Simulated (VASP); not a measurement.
Set up this calculation in VASP 6.6.1, as the native input.

* Task: relaxation of cell and atoms
* Functional: LDA
* Potentials or basis: VASP PAW LDA potentials, release 64 (Cr_pv)
* Cutoff: 600 eV
* k mesh: 20 × 20 × 20
* Occupations: methfessel-paxton, width 0.1 eV
* Spin: no spin polarisation
* Further INCAR settings: ALGO = Normal; EDIFF = 1e-07; IBRION = 2; EDIFFG = -0.005; NSW = 60; ISIF = 3

The structure of Cr lies in POSCAR:

```
Cr
1.0
   -1.4000000000      1.4000000000      1.4000000000
    1.4000000000     -1.4000000000      1.4000000000
    1.4000000000      1.4000000000     -1.4000000000
Cr
1
Direct
    0.0000000000      0.0000000000      0.0000000000
```

The cell was built by a generator and needn't be a form met in nature.

These files were run (other wordings do the same):

INCAR

```
SYSTEM = Cr
ALGO = Normal
EDIFF = 1E-7
EDIFFG = -0.005
ENCUT = 600
GGA = CA
IBRION = 2
ISIF = 3
ISMEAR = 1
LASPH = .True.
LCHARG = .False.
LREAL = .False.
LWAVE = .False.
NELM = 120
NSW = 60
PREC = Accurate
SIGMA = 0.1
```

KPOINTS

```
k-points
0
Gamma
  20 20 20
  0 0 0
```

Potentials or basis: VASP PAW LDA potentials, release 64 (Cr_pv).

Run with:

```console
$ cat potpaw_LDA.64/Cr_pv/POTCAR > POTCAR
$ mpirun -np 1 vasp_std > vasp.out
```

Results of the run:

```yaml
Relaxed_volume: 10.84 Å³/atom
Relaxed_cell: a = 2.415 Å, b = 2.415 Å, c = 2.415 Å, α = 109.47°, β = 109.47°, γ = 109.47°
Space_group_after_relaxing_to_0.05_Å: Im-3m (No. 229)
Energy_gained_by_relaxing: 1.6 meV/atom
Ionic_steps: 3
Pressure_after_relaxing: 0.0 GPa
Band_gap_on_the_k_mesh: none (metal or under the smearing width)
```

Caveat: the run has no spin polarisation, though such a crystal can be magnetic.

Wall time 28 s on 1 thread of Intel(R) Xeon(R) 6975P-C (Granite Rapids), on a shared host, peak memory 0.15 GiB.
